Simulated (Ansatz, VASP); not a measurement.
# Zn3CdTe4: VASP beside Ansatz, part 2 of 2

Wanted: the spread between two codes on one cell, functional and k mesh. The cell is invented: As first built, before any earlier steps moved the atoms or strained the cell (in the runner's words): Te for S in the Zn3CdS4 structure of space group P-43m. It may not be a known or stable phase. The two relaxations start from unlike cells of this crystal (the structure described is Ansatz's start), so only their ends are compared.

VASP 6.6.1 and Ansatz 0.2.0.

So far: The starting structure; Ansatz: relaxation of cell and atoms, r2SCAN.

## Step 3: VASP: relaxation of cell and atoms, r2SCAN

Level of this step: r2SCAN; plane waves and PAW (Zn, Cd, Te); invented cell (VASP).

Its own start cell and the same functional, mesh and smearing now go to VASP, with its own data sets.

Lines of VASP's logs that name or quote its potential files are left out, and so is its time.

Contents of INCAR:

```
SYSTEM = Zn3CdTe4
PREC = Accurate
ENCUT = 550
EDIFF = 1E-07
NELM = 120
ISMEAR = 0
SIGMA = 0.03
LREAL = .FALSE.
ALGO = Normal
METAGGA = R2SCAN
LASPH = .TRUE.
NBANDS = 44
LORBIT = 11
LWAVE = .FALSE.
LCHARG = .FALSE.
ISIF = 3
IBRION = 2
NSW = 80
EDIFFG = -0.005
GGA_COMPAT = .FALSE.
NELMIN = 4
EFERMI = MIDGAP
LMIXTAU = .TRUE.
KPAR = 2
```

Contents of POSCAR:

```
Zn3CdTe4
1.0
    6.2291822313      0.0000000000      0.0000000000
    0.0000000000      6.2291822313      0.0000000000
    0.0000000000      0.0000000000      6.2291822313
Zn Cd Te
3 1 4
Direct
    0.0000000000      0.4999999161      0.4999999161
    0.4999999161      0.0000000000      0.4999999161
    0.4999999161      0.4999999161      0.0000000000
    0.0000000000      0.0000000000      0.0000000000
    0.2597298907      0.2597298907      0.2597298907
    0.7402701093      0.7402701093      0.2597298907
    0.2597298907      0.7402701093      0.7402701093
    0.7402701093      0.2597298907      0.7402701093
```

Contents of KPOINTS:

```
Automatic mesh
0
Gamma
4 4 4
0 0 0
```

Potentials, in the order of the species: Zn, Cd and Te (PBE family, release 64).

Launch:

```
$ mpirun -np 2 vasp_std
```

Numbers of over 12 decimals in the logs are rounded to 6 here.

The log of the run:

```text
[banner, memory and clock lines left out]
running    2 mpi-ranks, on    1 nodes
 distrk:  each k-point on    1 cores,    2 groups
 distr:  one band on    1 cores,    1 groups

 POSCAR found type information on POSCAR ZnCdTe
 POSCAR found :  3 types and       8 ions
|                                                                             |
|               ----> ADVICE to this user running VASP <----                  |
|                                                                             |
|     You enforced a specific xc type in the INCAR file but a different       |
|     [... a line on the potential file left out ...]
|     I HOPE YOU KNOW WHAT YOU ARE DOING!                                     |
|                                                                             |

 LDA part: xc-table for (None), standard interpolation
 POSCAR, INCAR and KPOINTS ok, starting setup
 FFT: planning ... GRIDC
 FFT: planning ... GRID_SOFT
 FFT: planning ... GRID
 WAVECAR not read
 entering main loop
       N       E                     dE             d eps       ncg     rms          rms(c)
DAV:   1     0.391153144180E+03    0.39115E+03   -0.32985E+04   880   0.174E+03
DAV:   2    -0.108926011655E+03   -0.50008E+03   -0.48563E+03   892   0.400E+02
DAV:   3    -0.163232837084E+03   -0.54307E+02   -0.53039E+02  1008   0.132E+02
DAV:   4    -0.165005693219E+03   -0.17729E+01   -0.17692E+01   988   0.217E+01
DAV:   5    -0.165036494491E+03   -0.30801E-01   -0.30798E-01  1064   0.265E+00    0.987E+00
DAV:   6    -0.157435111702E+03    0.76014E+01   -0.68852E+00  1080   0.332E+01    0.968E+00
DAV:   7    -0.153152162859E+03    0.42829E+01   -0.11177E+00   908   0.891E+00    0.654E+00
DAV:   8    -0.153695699340E+03   -0.54354E+00   -0.74228E-01   912   0.576E+00    0.130E+00
DAV:   9    -0.152065064893E+03    0.16306E+01   -0.12572E+00   896   0.583E+00    0.986E-01
DAV:  10    -0.152538519123E+03   -0.47345E+00   -0.13250E-01   908   0.215E+00    0.550E-01
DAV:  11    -0.152865783423E+03   -0.32726E+00   -0.12759E-01   892   0.199E+00    0.278E-01
DAV:  12    -0.152895015484E+03   -0.29232E-01   -0.10826E-01   900   0.172E+00    0.249E-01
DAV:  13    -0.152883149992E+03    0.11865E-01   -0.46361E-03   952   0.423E-01    0.269E-01
DAV:  14    -0.152882490584E+03    0.65941E-03   -0.17889E-04   988   0.893E-02    0.274E-01
[...]
DAV:  29    -0.152919101194E+03    0.18522E-05   -0.63422E-06  1064   0.204E-02    0.483E-02
DAV:  30    -0.152919099917E+03    0.12763E-05   -0.51779E-06   932   0.137E-02    0.227E-02
DAV:  31    -0.152919099761E+03    0.15600E-06   -0.11923E-06   912   0.709E-03    0.110E-02
DAV:  32    -0.152919100315E+03   -0.55370E-06   -0.34126E-07   696   0.304E-03    0.666E-03
DAV:  33    -0.152919100806E+03   -0.49060E-06   -0.79244E-08   484   0.147E-03    0.422E-03
DAV:  34    -0.152919101062E+03   -0.25669E-06   -0.24330E-07   632   0.346E-03    0.124E-03
DAV:  35    -0.152919101177E+03   -0.11459E-06   -0.61184E-08   452   0.152E-03    0.831E-04
DAV:  36    -0.152919101180E+03   -0.27821E-08   -0.75271E-09   452   0.569E-04
   1 F= -.15291910E+03 E0= -.15291910E+03  d E =-.152919E+03
 curvature:   0.00 expect dE= 0.000E+00 dE for cont linesearch  0.000E+00
 trial: gam= 0.00000 g(F)=  0.128E-05 g(S)=  0.536E-04 ort = 0.000E+00 (trialstep = 0.100E+01)
 search vector abs. value=  0.549E-04
 bond charge predicted
       N       E                     dE             d eps       ncg     rms          rms(c)
DAV:   1    -0.152919765546E+03   -0.66437E-03   -0.11022E-02  1084   0.109E+00    0.194E-01
DAV:   2    -0.152919287590E+03    0.47796E-03   -0.22491E-03  1000   0.656E-01    0.667E-02
DAV:   3    -0.152919210209E+03    0.77381E-04   -0.96249E-05   896   0.630E-02    0.417E-02
DAV:   4    -0.152919174776E+03    0.35433E-04   -0.65450E-05   880   0.455E-02    0.153E-02
DAV:   5    -0.152919166059E+03    0.87166E-05   -0.39141E-05   880   0.398E-02    0.744E-03
DAV:   6    -0.152919172933E+03   -0.68732E-05   -0.20364E-05   880   0.294E-02    0.485E-03
DAV:   7    -0.152919171906E+03    0.10262E-05   -0.81932E-06   880   0.191E-02    0.154E-03
DAV:   8    -0.152919174607E+03   -0.27002E-05   -0.13838E-06   904   0.809E-03    0.732E-04
DAV:   9    -0.152919174987E+03   -0.38023E-06   -0.85400E-08   556   0.216E-03    0.216E-04
DAV:  10    -0.152919174985E+03    0.15143E-08   -0.42267E-08   456   0.151E-03
   2 F= -.15291917E+03 E0= -.15291917E+03  d E =-.738057E-04
 trial-energy change:   -0.000074  1 .order   -0.000020   -0.000055    0.000014
 step:   0.9621(harm=  0.7926)  dis= 0.00007  next Energy=  -152.919175 (dE=-0.741E-04)
 reached required accuracy - stopping structural energy minimisation
```

From OUTCAR (step 3):

```text
ion  position               nearest neighbor table
   1  0.000  0.500  0.500-   5 2.66   6 2.66   8 2.66   7 2.66
   2  0.500  0.000  0.500-   5 2.66   6 2.66   7 2.66   8 2.66
   3  0.500  0.500  0.000-   5 2.66   7 2.66   8 2.66   6 2.66
   4  0.000  0.000  0.000-   5 2.80   6 2.80   7 2.80   8 2.80
   5  0.260  0.260  0.260-   1 2.66   2 2.66   3 2.66   4 2.80
   6  0.740  0.740  0.260-   1 2.66   2 2.66   3 2.66   4 2.80
   7  0.260  0.740  0.740-   2 2.66   3 2.66   1 2.66   4 2.80
   8  0.740  0.260  0.740-   1 2.66   3 2.66   2 2.66   4 2.80

  LATTYP: Found a simple cubic cell.
 ALAT       =     6.2291822313

 Subroutine GETGRP returns: Found 24 space group operations
 (whereof 24 operations were pure point group operations)

The static configuration has the point symmetry T_d .

 Found     10 irreducible k-points:

   k-points           NKPTS =     10   k-points in BZ     NKDIM =     10   number of bands    NBANDS=     44

   dimension x,y,z NGX =    48 NGY =   48 NGZ =   48
   dimension x,y,z NGXF=    96 NGYF=   96 NGZF=   96

   ENCUT  =  550.0 eV  40.42 Ry    6.36 a.u.  11.91 11.91 11.91*2*pi/ulx,y,z

   NELECT =      72.0000    total number of electrons

 k-points in reciprocal lattice and weights: Automatic mesh
   0.00000000  0.00000000  0.00000000       0.016
   0.25000000  0.00000000  0.00000000       0.094
   0.50000000  0.00000000  0.00000000       0.047
   0.25000000  0.25000000  0.00000000       0.188
   0.50000000  0.25000000  0.00000000       0.188
   0.50000000  0.50000000  0.00000000       0.047
   0.25000000  0.25000000  0.25000000       0.125
   0.50000000  0.25000000  0.25000000       0.188
   0.50000000  0.50000000  0.25000000       0.094
   0.50000000  0.50000000  0.50000000       0.016

 average (electrostatic) potential at core
       1 -41.8793       2 -41.8793       3 -41.8793       4 -44.1391       5 -95.9484
       6 -95.9484       7 -95.9484       8 -95.9484

 E-fermi :   3.3556

 k-point     1 :       0.0000    0.0000    0.0000
  band No.  band energies     occupation
    ...
     32       0.5187      2.00000
     33       0.5187      2.00000
     34       2.5882      2.00000
     35       2.5882      2.00000
     36       2.5882      2.00000
     37       4.1231      0.00000
     38       5.0955      0.00000
     39       5.3827      0.00000
     40       5.3827      0.00000
     41       5.3827      0.00000
    ...

 k-point     2 :       0.2500    0.0000    0.0000
  band No.  band energies     occupation
    ...
     32       0.7337      2.00000
     33       0.7337      2.00000
     34       1.3614      2.00000
     35       2.1782      2.00000
     36       2.1782      2.00000
     37       5.1995      0.00000
     38       5.3482      0.00000
     39       5.8217      0.00000
     40       6.1599      0.00000
     41       6.1599      0.00000
    ...

 k-point     3 :       0.5000    0.0000    0.0000
  band No.  band energies     occupation
    ...
     32       0.0740      2.00000
     33       1.2346      2.00000
     34       1.2346      2.00000
     35       1.5135      2.00000
     36       1.5135      2.00000
     37       5.5544      0.00000
     38       5.7776      0.00000
     39       6.5100      0.00000
     40       6.5329      0.00000
     41       7.4040      0.00000
    ...

  Total        0.0155272      0.0155272      0.0155272     -0.0000000     -0.0000000     -0.0000000
  in kB        0.1030242      0.1030242      0.1030242     -0.0000000     -0.0000000     -0.0000000
  external PRESSURE =       0.1030242 kB  Pullay stress =       0.0000000 kB

  energy-cutoff  :      550.00
  volume of cell :      241.47
      direct lattice vectors                 reciprocal lattice vectors
     6.227138188 -0.000000000 -0.000000000     0.160587411 -0.000000000  0.000000000
     0.000000000  6.227138188  0.000000000     0.000000000  0.160587411 -0.000000000
     0.000000000  0.000000000  6.227138188     0.000000000 -0.000000000  0.160587411

 POSITION                                       TOTAL-FORCE (eV/Angst)
 -----------------------------------------------------------------------------------
      0.00000      3.11357      3.11357         0.000000     -0.000000     -0.000000
      3.11357      6.22714      3.11357         0.000000     -0.000000     -0.000000
      3.11357      3.11357      6.22714         0.000000     -0.000000     -0.000000
      0.00000      6.22714      6.22714         0.000000      0.000000     -0.000000
      1.61745      1.61745      1.61745         0.001083      0.001083      0.001083
      4.60969      4.60969      1.61745        -0.001083     -0.001083      0.001083
      1.61745      4.60969      4.60969         0.001083     -0.001083     -0.001083
      4.60969      1.61745      4.60969        -0.001083      0.001083     -0.001083
 -----------------------------------------------------------------------------------
    total drift:                                0.000239      0.000239      0.000239

  FREE ENERGIE OF THE ION-ELECTRON SYSTEM (eV)
  ---------------------------------------------------
  free  energy   TOTEN  =      -152.9191749853 eV

  energy  without entropy=     -152.9191749853  energy(sigma->0) =     -152.91917499

 reached required accuracy - stopping structural energy minimisation

 total charge
# of ion       s       p       d       tot
------------------------------------------
    1        0.528   0.410   9.777  10.715
    2        0.528   0.410   9.777  10.715
    3        0.528   0.410   9.777  10.715
    4        0.456   0.324   9.542  10.323
    5        1.348   2.111   0.025   3.485
    6        1.348   2.111   0.025   3.485
    7        1.348   2.111   0.025   3.485
    8        1.348   2.111   0.025   3.485
--------------------------------------------------
tot          7.434  10.000  38.974  56.408

[... 3 further parts left out ...]
```

## Step 4: Side by side

Known differences besides the potentials themselves: VASP keeps PBE cores, Ansatz makes them for the functional; the data sets hold 120 valence electrons in Ansatz (on its default PAW (the set named soft_2) files) and 72 in VASP; the cutoff is 500 eV in Ansatz and 550 eV in VASP; Ansatz adds a Pulay correction to the stress that steers its cell, VASP none. Total energies have different zeros and are not compared.

The two programs side by side:

| quantity | Ansatz | VASP | difference |
| --- | --- | --- | --- |
| volume (Å³) | 241.32 | 241.47 | -0.06 % |
| edge a after relaxation, in the typed setting (Å) | 6.226 | 6.227 | -0.02 % |

## Step 5: Results

```
difference in volume (relaxation of cell and atoms, r2SCAN) : -0.061 %
```

The difference in volume is -0.061 % (relaxation of cell and atoms, r2SCAN), within the 1.2 % picked in this series as the mark of a large difference, as far as the stopping tolerances let one tell. The data sets hold unlike numbers of valence electrons (120 in Ansatz and 72 in VASP), so part of the differences may come from the potentials. How closely two codes agree says nothing of how well the functional describes the real material.

[Lines on the potential files, build, host, timing and source positions are cut from VASP's logs without a mark.]

[Logs are printed without paths, hosts, clocks, repeated set-up lines and the standing remarks that a program may print on its own settings, such as how far it seeks lower states.]

[Hosts, paths, dates, database ids (printed as entryN), source tags and the programs' standing remarks are cut or masked in the printed files.]
